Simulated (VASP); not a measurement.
Computed with AM05 GGA, VASP's PBE PAW potentials (set 64) (plane waves; VASP).

VASP input:

POSCAR:
```
Ta
1
   -1.6721551732     1.6721551732     1.6721551732
    1.6721551732    -1.6721551732     1.6721551732
    1.6721551732     1.6721551732    -1.6721551732
Ta
1
Direct
  0.0000000000   0.0000000000   0.0000000000
```

**KPOINTS**
```
Automatic mesh
0
Gamma
16 16 16
0 0 0
```

### INCAR
```
SYSTEM = Ta
PREC = Accurate
ENCUT = 520
EDIFF = 1E-7
NELM = 100
ALGO = Normal
LREAL = .FALSE.
LASPH = .TRUE.
ISMEAR = 1
SIGMA = 0.1
GGA = AM
LMAXMIX = 6
LWAVE = .FALSE.
LCHARG = .FALSE.
ISIF = 2
```

POTCAR, in this order: Ta_pv (PBE.64 set). Program: vasp_std.

Unless said otherwise, spin-orbit coupling is left out, though it shifts the bands of the heavy elements here.

### Question
Predict the energy per atom (σ→0), pressure, band gap (on the k-mesh).

### Answer

- energy per atom (σ→0) = -12.283 eV/atom
- band gap (on the k-mesh) = none (metal, semimetal or under 0.01 eV)
- pressure = -10.92 GPa

### OSZICAR
```
...
DAV:   6    -0.124113542647E+02    0.41238E+00   -0.47218E-01  2718   0.811E+00    0.598E+00
DAV:   7    -0.122855085287E+02    0.12585E+00   -0.38940E-01  2745   0.690E+00    0.359E-01
DAV:   8    -0.122836957087E+02    0.18128E-02   -0.52201E-03  2738   0.881E-01    0.217E-01
DAV:   9    -0.122835311849E+02    0.16452E-03   -0.21585E-04  3045   0.162E-01    0.307E-02
DAV:  10    -0.122835293423E+02    0.18426E-05   -0.28876E-06  2874   0.211E-02    0.831E-03
DAV:  11    -0.122835294839E+02   -0.14160E-06   -0.14578E-07  2688   0.284E-03    0.516E-04
DAV:  12    -0.122835294918E+02   -0.78821E-08   -0.48078E-09  1378   0.688E-04
   1 F= -.12283529E+02 E0= -.12283318E+02  d E =-.634927E-03
```

The compound is Ta in the bcc structure. This cell is one point of a volume scan, at 1.06 of the reference volume.
